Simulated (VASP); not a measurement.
Here is the system:

```
Cd4SeTe3
1.0
    4.52093     0.00000     0.00000
    0.00000     9.04743     0.00000
    0.00000     0.00000     6.35104
Cd Te Se
4 3 1
Direct
  0.00000   0.00000   0.97737
  0.50000   0.76229   0.50881
  0.50000   0.23771   0.50881
  0.00000   0.50000   0.00626
  0.00000   0.75679   0.24973
  0.00000   0.24321   0.24973
  0.50000   0.50000   0.74730
  0.50000   0.00000   0.75202
```

Method: PBEsol GGA, VASP's PBE PAW potentials (set 64) (plane waves; VASP). Settings: 400 eV cut-off, 6×3×4 Γ-centred mesh, tetrahedra with Blöchl corrections, potentials Cd Te Se.

The cores are frozen, which limits the accuracy of field gradients.

Task: Give the principal components of the electric field gradient (V/Å²) and the asymmetry η at each nucleus.

Result: 
```
atom    Vxx    Vyy   Vzz     η
----  -----  -----  ----  ----
Cd1    -3.1   -1.4   4.4  0.38
Cd2    -7.7   -1.2   8.9  0.73
Cd3    -7.7   -1.2   8.9  0.73
Cd4     2.7    0.9  -3.6  0.48
Te5   -17.2  -12.6  29.8  0.15
Te6   -17.2  -12.6  29.8  0.15
Te7   -18.6  -16.8  35.4  0.05
Se8   -28.6   -1.6  30.3  0.89
```

The structure comes from a computed database's Cd4Te3Se entry (Pmm2); how it stands against other phases isn't given here. It was relaxed first.
